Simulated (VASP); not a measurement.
HfO2:

```
Hf O
1.0
     0.00000    2.60000    2.60000
     2.60000    0.00000    2.60000
     2.60000    2.60000    0.00000
Hf O
1 2
Direct
  0.00000 0.00000 0.00000
  0.25000 0.25000 0.25000
  0.75000 0.75000 0.75000
```

The cell was built by a generator and needn't be a form met in nature.

Base run:

| Item | Value |
| --- | --- |
| Program | VASP 6.6.1 |
| Functional | PBEsol |
| Potentials or basis | VASP PAW PBE potentials, release 64 (Hf_pv, O) |
| Cutoff | 700 eV |
| k mesh | 6 × 6 × 6 |
| Occupations | gaussian, width 0.05 eV |
| Spin | no spin polarisation |

Its results: band gap on the k mesh 3.48 eV, direct; pressure -23.1 GPa.

After a change of settings the same cell gave: band gap on the k mesh 3.40 eV, direct; pressure -28.5 GPa. Which change was it?
A. functional from PBEsol to HSE06; further incar settings from ALGO = Fast; EDIFF = 1e-06 to ALGO = Normal; EDIFF = 1e-06
B. functional from PBEsol to PBE
C. functional from PBEsol to LDA; potentials or basis from VASP PAW PBE potentials, release 64 (Hf_pv, O) to VASP PAW LDA potentials, release 64 (Hf_pv, O)

C.

Caveats: spin-orbit coupling is left out, which moves the levels of the heavy elements; so large a pressure means that the cell lies far from this level's equilibrium, or that cutoff or potentials fall short (some runs); the potentials were made for another functional, which shifts forces and pressure (some runs); a pressure of tens of GPa on the cell as given is suspect, and the run, the potentials or the cell itself is likely at fault (some runs).
